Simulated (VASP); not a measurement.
# CsRu2 (P4/mmm) in VASP: a series of runs, part 2 of 2

VASP 6.6.1. The steps go on from the part before.

**3. Relaxation of cell and atoms, PBE (random cell by space group and Wyckoff sites (P4/mmm, No. 123))**

Contents of INCAR:

```
SYSTEM = CsRu2
ALGO = Fast
EDIFF = 1E-6
EDIFFG = -0.04
ENCUT = 600
GGA = PE
IBRION = 2
ISIF = 3
ISMEAR = 0
LASPH = .True.
LCHARG = .False.
LREAL = .False.
LWAVE = .False.
NELM = 100
NSW = 90
PREC = Accurate
SIGMA = 0.1
```

Contents of KPOINTS:

```
k-points
0
Gamma
  4 4 4
  0 0 0
```

Contents of POSCAR:

```
CsRu2
1.0
    4.1292451800      0.0000000000      0.0000000000
    0.0000000000      4.1292451800      0.0000000000
    0.0000000000      0.0000000000      5.6538122100
Cs Ru
1 2
Direct
    0.0000000000      0.0000000000      0.5000000000
    0.5000000000      0.5000000000      0.5000000000
    0.0000000000      0.0000000000      0.0000000000
```

Potentials or basis: VASP PAW PBE potentials, release 64 (Cs_sv, Ru_pv).

Started as:

```bash
> cat potpaw_PBE.64/Cs_sv/POTCAR potpaw_PBE.64/Ru_pv/POTCAR > POTCAR
> mpirun -np 1 vasp_std > vasp.out
```

OUTCAR:

```text
SYSTEM = CsRu2
   EDIFF = 1E-6
   EDIFFG = -0.04
   ENCUT = 600
   GGA = PE
   IBRION = 2
   ISIF = 3
   ISMEAR = 0
   LASPH = .True.
   LREAL = .False.
   NELM = 100
   NSW = 90
   PREC = Accurate

 ion  position               nearest neighbor table
   1  0.000  0.000  0.500-   3 2.83   3 2.83   2 2.92   2 2.92   2 2.92   2 2.92
   2  0.500  0.500  0.500-   1 2.92   1 2.92   1 2.92   1 2.92
   3  0.000  0.000  0.000-   1 2.83   1 2.83

  LATTYP: Found a simple tetragonal cell.
 ALAT       =     4.1292451800
 C/A-ratio  =     1.3692120384

  Lattice vectors:

 A1 = (   4.1292451800,   0.0000000000,   0.0000000000)
 A2 = (   0.0000000000,   4.1292451800,   0.0000000000)
 A3 = (   0.0000000000,   0.0000000000,   5.6538122100)

Analysis of symmetry for initial positions (statically):
=====================================================================
 Subroutine PRICEL returns:
 Original cell was already a primitive cell.

 Routine SETGRP: Setting up the symmetry group for a
 simple tetragonal supercell.

 Subroutine GETGRP returns: Found 16 space group operations
 (whereof 16 operations were pure point group operations)
 out of a pool of 16 trial point group operations.

The static configuration has the point symmetry D_4h.

Analysis of symmetry for dynamics (positions and initial velocities):
=====================================================================
 Subroutine PRICEL returns:
 Original cell was already a primitive cell.

 Routine SETGRP: Setting up the symmetry group for a
 simple tetragonal supercell.

 Subroutine GETGRP returns: Found 16 space group operations
 (whereof 16 operations were pure point group operations)
 out of a pool of 16 trial point group operations.

The dynamic configuration has the point symmetry D_4h.

 Subroutine INISYM returns: Found 16 space group operations
 (whereof 16 operations are pure point group operations),
 and found     1 'primitive' translations

----------------------------------------------------------------------------------------

                                     Primitive cell

  volume of cell :      96.4013

  direct lattice vectors                    reciprocal lattice vectors
     4.129245180  0.000000000  0.000000000     0.242175012  0.000000000  0.000000000
     0.000000000  4.129245180  0.000000000     0.000000000  0.242175012  0.000000000
     0.000000000  0.000000000  5.653812210     0.000000000  0.000000000  0.176871810

  length of vectors
     4.129245180  4.129245180  5.653812210     0.242175012  0.242175012  0.176871810

  position of ions in fractional coordinates (direct lattice)
     0.000000000  0.000000000  0.500000000
     0.500000000  0.500000000  0.500000000
     0.000000000  0.000000000  0.000000000

  ion indices of the primitive-cell ions
   primitive index   ion index
                 1           1
                 2           2
                 3           3

----------------------------------------------------------------------------------------

 KPOINTS: k-points

Automatic generation of k-mesh.
 Grid dimensions read from file:
 generate k-points for:    4    4    4

 Generating k-lattice:

  Cartesian coordinates                     Fractional coordinates (reciprocal lattice)
     0.060543753  0.000000000  0.000000000     0.250000000  0.000000000  0.000000000
     0.000000000  0.060543753  0.000000000     0.000000000  0.250000000  0.000000000
     0.000000000  0.000000000  0.044217953     0.000000000  0.000000000  0.250000000

  Length of vectors
     0.060543753  0.060543753  0.044217953

  Shift w.r.t. Gamma in fractional coordinates (k-lattice)
     0.000000000  0.000000000  0.000000000

 Subroutine IBZKPT returns following result:
 ===========================================

 Found     18 irreducible k-points:

 Following reciprocal coordinates:
            Coordinates               Weight
  0.000000  0.000000  0.000000      1.000000
  0.250000  0.000000  0.000000      4.000000
  0.500000  0.000000  0.000000      2.000000
  0.250000  0.250000  0.000000      4.000000
  0.500000  0.250000  0.000000      4.000000
  0.500000  0.500000  0.000000      1.000000
[... 10 lines left out ...]
  0.500000  0.250000  0.500000      4.000000
  0.500000  0.500000  0.500000      1.000000
   k-points           NKPTS =     18   k-points in BZ     NKDIM =     18   number of bands    NBANDS=     22
   number of dos      NEDOS =    301   number of ions     NIONS =      3
   total plane-waves  NPLWV =  62208
   dimension x,y,z NGX =    36 NGY =   36 NGZ =   48
   dimension x,y,z NGXF=    72 NGYF=   72 NGZF=   96
   ions per type =               1   2
   NGX,Y,Z   is equivalent  to a cutoff of  14.49, 14.49, 14.11 a.u.
   NGXF,Y,Z  is equivalent  to a cutoff of  28.99, 28.99, 28.23 a.u.
 SYSTEM =  CsRu2
   PREC   = accura    normal or accurate (medium, high low for compatibility)
   ISTART =      0    job   : 0-new  1-cont  2-samecut
   ICHARG =      2    charge: 1-file 2-atom 10-const
   ISPIN  =      1    spin polarized calculation?
   LNONCOLLINEAR =      F non collinear calculations
   LSORBIT =      F    spin-orbit coupling
   LASPH  =      T    aspherical Exc in radial PAW
   ENCUT  =  600.0 eV  44.10 Ry    6.64 a.u.   8.25  8.25 11.29*2*pi/ulx,y,z
   NELM   =    100;   NELMIN=  2; NELMDL= -5     # of ELM steps
   EDIFF  = 0.1E-05   stopping-criterion for ELM
   LREAL  =      F    real-space projection
   EDIFFG = -.4E-01   stopping-criterion for IOM
   NSW    =     90    number of steps for IOM
   IBRION =      2    ionic relax: 0-MD 1-quasi-New 2-CG
   NFREE  =      1    steps in history (QN), initial steepest desc. (CG)
   ISIF   =      3    stress and relaxation
   ISYM   =      2    0-nonsym 1-usesym 2-fastsym
   POTIM  = 0.5000    time-step for ionic-motion
   TEBEG  =    0.0;   TEEND  =   0.0 temperature during run
   PSTRESS=    0.0 pullay stress
   NELECT =      37.0000    total number of electrons
   NUPDOWN=      -1.0000    fix difference up-down
   EMIN   =  10.00;   EMAX   =-10.00  energy-range for DOS
   EFERMI =   0.00;   METHOD = LEGACY
   ISMEAR =     0;   SIGMA  =   0.10  broadening in eV -4-tet -1-fermi 0-gaus
   EFERMI_NEDOS =   21; number of points for ismear=-14 and -15
   IALGO  =     68    algorithm
   IMIX   =      4    mixing-type and parameters
     AMIX     =   0.40;   BMIX     =  1.00
     AMIX_MAG =   1.60;   BMIX_MAG =  1.00
  volume/ion in A,a.u.               =      32.13       216.85
  Fermi-wavevector in a.u.,A,eV,Ry     =   1.189728  2.248261 19.258417  1.415454
  Thomas-Fermi vector in A             =   2.325829
   LORBIT       =      0    0 simple, 1 ext, 2 COOP (PROOUT), +10 PAW based schemes
   GGA     = PE    functional components
   LHFCALC =     F    Hartree Fock is set to
   AEXX    =    0.0000 exact exchange contribution
   IVDW    =     0    specifies the selected vdW correction
   LEPSILON=     F    determine dielectric tensor
   LRPA    =     F    only Hartree local field effects (RPA)
 conjugate gradient relaxation of ions
 non-spin polarized calculation
 RMM-DIIS sequential band-by-band and
 Gauss-broadening in eV      SIGMA  =   0.10
  energy-cutoff  :      600.00
  volume of cell :       96.40
 maximum number of plane-waves:      3248
 NGX is ok and might be reduce to    36
   NGX = 17   NGY = 17   NGZ = 23

--------------------------------------- Ionic step        1  -------------------------------------------

 number of electron      37.0000002 magnetization

 Free energy of the ion-electron system (eV)
  ---------------------------------------------------
  ext. energy  EPLUGINS =         0.00000000
  ---------------------------------------------------
  free energy    TOTEN  =        -8.61205792 eV

  energy without entropy =       -8.51308103  energy(sigma->0) =       -8.56256947

 E-fermi :   3.0406     XC(G=0):  -9.3154

 val. band max:        3.0392574425   @ k =   0.5000   0.0000   0.2500
 cond. band min:       3.0408992958   @ k =   0.2500   0.0000   0.5000
 fundamental gap:      0.0016418533
 Fermi energy:         3.0405986196

 k-point     1 :       0.0000    0.0000    0.0000
  band No.  band energies     occupation
      1     -38.3927      2.00000
      2     -38.3341      2.00000
      3     -38.3341      2.00000
      4     -38.2854      2.00000
      5     -38.1942      2.00000
      6     -38.1942      2.00000
[... 510 lines left out ...]
  energy  without entropy=       -9.3025790997  energy(sigma->0) =       -9.33834888

--------------------------------------- Ionic step        3  -------------------------------------------

 number of electron      37.0000001 magnetization

 Free energy of the ion-electron system (eV)
  ---------------------------------------------------
  ext. energy  EPLUGINS =         0.00000000
  ---------------------------------------------------
  free energy    TOTEN  =        -9.43418415 eV

  energy without entropy =       -9.37105409  energy(sigma->0) =       -9.40261912

 E-fermi :   5.4924     XC(G=0): -10.7468

 val. band max:        5.4824002420   @ k =   0.5000   0.2500   0.5000
 cond. band min:       5.5004772778   @ k =   0.0000   0.0000   0.5000
 fundamental gap:      0.0180770358
 Fermi energy:         5.4924483814

 k-point     1 :       0.0000    0.0000    0.0000
  band No.  band energies     occupation
      1     -36.5166      2.00000
      2     -36.1854      2.00000
      3     -36.1854      2.00000
      4     -36.0898      2.00000
      5     -36.0898      2.00000
      6     -36.0538      2.00000
[... 469 lines left out ...]
  FREE ENERGIE OF THE ION-ELECTRON SYSTEM (eV)
  ---------------------------------------------------
  free  energy   TOTEN  =        -9.4341841488 eV

  energy  without entropy=       -9.3710540909  energy(sigma->0) =       -9.40261912

 reached required accuracy - stopping structural energy minimisation
```

Run time: 2.4 min. Hardware: 1 thread of Intel Xeon Platinum 8375C at 2.90GHz (Ice Lake), shared host; peak memory 0.27 GiB.

What came out:

```yaml
Free_energy: -9.4342 eV
Relaxed_volume: 24.04 Å³/atom
Relaxed_cell: a = 3.758 Å, b = 3.758 Å, c = 5.107 Å, α = 90.00°, β = 90.00°, γ = 90.00°
Space_group_after_relaxing_to_0.05_Å: P4/mmm (No. 123)
Energy_gained_by_relaxing: 274.0 meV/atom
Ionic_steps: 3
Pressure_after_relaxing: 0.1 GPa
Band_gap_on_the_k_mesh: none (metal or under the smearing width)
```

Step by step:
```tsv
step	energy change (eV)	largest force (eV/Å)	pressure (GPa)	volume (Å³)
1	0.0000	0.0000	-7.40	96.40
2	-0.7621	0.0000	-3.64	77.14
3	-0.8221	0.0000	0.09	72.13
```

Final structure:
```cif
data_structure
_symmetry_space_group_name_H-M 'P 1'
_symmetry_Int_Tables_number 1
_cell_length_a 3.7581
_cell_length_b 3.7581
_cell_length_c 5.1072
_cell_angle_alpha 90.000
_cell_angle_beta 90.000
_cell_angle_gamma 90.000
_cell_volume 72.13
loop_
_atom_site_label
_atom_site_type_symbol
_atom_site_fract_x
_atom_site_fract_y
_atom_site_fract_z
_atom_site_occupancy
Cs1 Cs 0.00000 0.00000 0.50000 1
Ru1 Ru 0.50000 0.50000 0.50000 1
Ru2 Ru 0.00000 0.00000 0.00000 1
```

Caveat: the k mesh is coarse (spacing up to 0.38 Å⁻¹), so the values aren't converged; the volume moved by over 15 % at a fixed basis, so the end points are rough. The run has no spin-orbit coupling, so splittings on Cs are missing.

**4. Single point, PBE (random cell by space group and Wyckoff sites (P4/mmm, No. 123))**

Contents of INCAR:

```
PREC = Accurate
ENCUT = 520
EDIFF = 1E-7
ISMEAR = 0
SIGMA = 0.1
LREAL = False
LASPH = True
NELM = 100
ALGO = Fast
ISIF = 2
LWAVE = False
LCHARG = False
GGA = PE
NBANDS = 26
```

Contents of KPOINTS:

```
regular mesh
0
Gamma
  12 12 10
```

Contents of POSCAR:

```
CsRu2
1.0
    3.7001613687      0.0000000000      0.0000000000
    0.0000000000      3.7001613687      0.0000000000
    0.0000000000      0.0000000000      5.0268952699
Cs Ru
1 2
Direct
    0.0000000000      0.0000000000      0.5000000000
    0.5000000000      0.5000000000      0.5000000000
    0.0000000000      0.0000000000      0.0000000000
```

Started as:

```bash
> cat potpaw_PBE.64/Cs_sv/POTCAR potpaw_PBE.64/Ru_pv/POTCAR > POTCAR
> mpirun -np 1 vasp_std > vasp.out
```

It took 2.7 min on 1 thread of AMD EPYC 9R45 (Zen 5), shared host; peak memory 0.33 GiB.

It converged, with:

```yaml
Free_energy: -9.4489 eV
Pressure: 3.8 GPa
Band_gap_on_the_k_mesh: none (metal or under the smearing width)
```

Stress tensor (GPa, compression positive):
```
3.39 0.00 0.00
0.00 3.39 0.00
0.00 0.00 4.60
```

Levels at points of the mesh, in eV from the Fermi level:
| k point | band 16 | band 17 | band 18 | band 19 | band 20 | band 21 | band 22 | band 23 |
| --- | --- | --- | --- | --- | --- | --- | --- | --- |
| (0.00, 0.00, 0.00) | -2.08 | -0.99 | -0.07 | -0.07 | 0.06 | 0.24 | 2.91 | 4.72 |
| (0.50, 0.00, 0.00) | -0.97 | -0.80 | -0.65 | -0.49 | 1.37 | 1.55 | 2.97 | 3.30 |
| (0.50, 0.50, 0.00) | -0.49 | -0.02 | -0.02 | 0.00 | 0.35 | 1.61 | 3.79 | 3.79 |
| (0.00, 0.00, 0.50) | -1.18 | -1.18 | -0.44 | -0.44 | -0.13 | -0.01 | 3.55 | 6.04 |
| (0.50, 0.00, 0.50) | -0.63 | -0.18 | 0.13 | 0.59 | 1.11 | 1.59 | 1.88 | 5.01 |
| (0.50, 0.50, 0.50) | -0.83 | -0.83 | -0.49 | 0.36 | 0.48 | 0.95 | 3.87 | 3.87 |

The run has no spin-orbit coupling, so splittings on Cs are missing.

**5. The runs side by side**

```tsv
task	cell	k mesh	cutoff (eV)	mesh quality	gap on the mesh (eV)	pressure (GPa)
single point	random cell by space group and Wyckoff sites (P4/mmm, No. 123)	4 × 4 × 4	520	coarse	none	3.9
relaxation of cell and atoms	relaxed from: random cell by space group and Wyckoff sites (P4/mmm, No. 123)	4 × 4 × 4	600	coarse	none	0.1
single point	random cell by space group and Wyckoff sites (P4/mmm, No. 123)	12 × 12 × 10	520	not flagged	none	3.8
```

Alike in all rows: level PBE; potentials or basis VASP PAW PBE potentials, release 64 (Cs_sv, Ru_pv); no spin polarisation; smearing gaussian 0.1 eV.

Caveats: some runs use coarse meshes; the volume moved by over 15 % at a fixed basis, so the end points are rough (some runs).

Absolute energies hang on the potentials; compare differences alone.
